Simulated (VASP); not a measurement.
Input:

```yaml
crystal:
  lattice:
    - [0.00000, 2.05765, 2.05765]
    - [2.05765, 0.00000, 2.05765]
    - [2.05765, 2.05765, 0.00000]
  atoms:
    - { symbol: Au, position: [0.00000, 0.00000, 0.00000] }
```

All values below come from AM05 GGA, VASP's PBE PAW potentials (set 64) (plane waves; VASP). Numerical set-up: 520 eV cut-off, 15×15×15 Γ-centred mesh, first-order Methfessel-Paxton smearing of 0.10 eV, potentials Au.

### Question
The job: Au (fcc), 1 atom, AM05, static run, 520 eV, 15×15×15 Γ-centred mesh. Roughly how much core time does it take on a busy server core?

### Answer
About 8 core-seconds (one run on a shared machine, a rough figure). It had 120 irreducible k-points, 9 bands, up to 489 plane waves and 11 electronic steps.

The compound is Au in the fcc structure. This cell is one point of a volume scan, at 1.03 of the reference volume.
